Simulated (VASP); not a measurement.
Given:

```xyz
2
Lattice="3.2603 0.0000 0.0000 0.0000 3.2603 0.0000 0.0000 0.0000 3.2603" Properties=species:S:1:pos:R:3 pbc="T T T"
In     1.6302     1.6302     1.6302
Pd     0.0000     0.0000     0.0000
```

All values below come from r2SCAN+rVV10, VASP's PBE PAW potentials (set 64) (plane waves; VASP). Numerical set-up: 520 eV cut-off, 13×13×13 Γ-centred mesh, tetrahedra with Blöchl corrections, potentials In_d Pd.

Unless said otherwise, spin-orbit coupling is left out, though it shifts the bands of the heavy elements here.

**Question.** Tabulate the total density of states (states/eV per cell) against energy (eV; zero at the valence-band maximum or, without a gap, the Fermi level).

**Answer.** 
(E (eV), DOS (states/eV)): (-9.98, 0.14); (-9.74, 0.18); (-9.50, 0.20); (-9.26, 0.23); (-9.02, 0.26); (-8.90, 0.27); (-8.66, 0.29); (-8.42, 0.32); (-8.18, 0.36); (-7.94, 0.40); (-7.70, 0.44); (-7.46, 0.52); (-7.22, 0.71); (-6.98, 0.88); (-6.74, 0.99); (-6.62, 1.06); (-6.38, 0.67); (-6.14, 0.40); (-5.90, 0.39); (-5.66, 0.35); (-5.42, 0.35); (-5.18, 0.55); (-4.94, 1.12); (-4.70, 2.07); (-4.46, 2.64); (-4.34, 2.34); (-4.10, 4.76); (-3.86, 3.37); (-3.62, 1.89); (-3.38, 6.00); (-3.14, 4.60); (-2.90, 3.85); (-2.66, 6.07); (-2.42, 1.47); (-2.18, 1.14); (-2.06, 0.97); (-1.82, 0.32); (-1.58, 0.36); (-1.34, 0.44); (-1.10, 1.23); (-0.86, 1.00); (-0.62, 0.84); (-0.38, 0.74); (-0.14, 0.68); (0.10, 0.62); (0.22, 0.61); (0.46, 0.62); (0.70, 0.44); (0.94, 0.41); (1.18, 0.39); (1.42, 0.47); (1.66, 0.51); (1.90, 0.58); (2.14, 0.88); (2.38, 0.76); (2.50, 0.81); (2.74, 0.78); (2.98, 0.75); (3.22, 0.72); (3.46, 0.74)
Within 2 eV below the Fermi level the largest weight inside VASP's projection spheres is Pd d.

The compound is PdIn in the CsCl type structure. It was relaxed first. The electron count is odd and the run is not spin-polarised, which forces a metal.
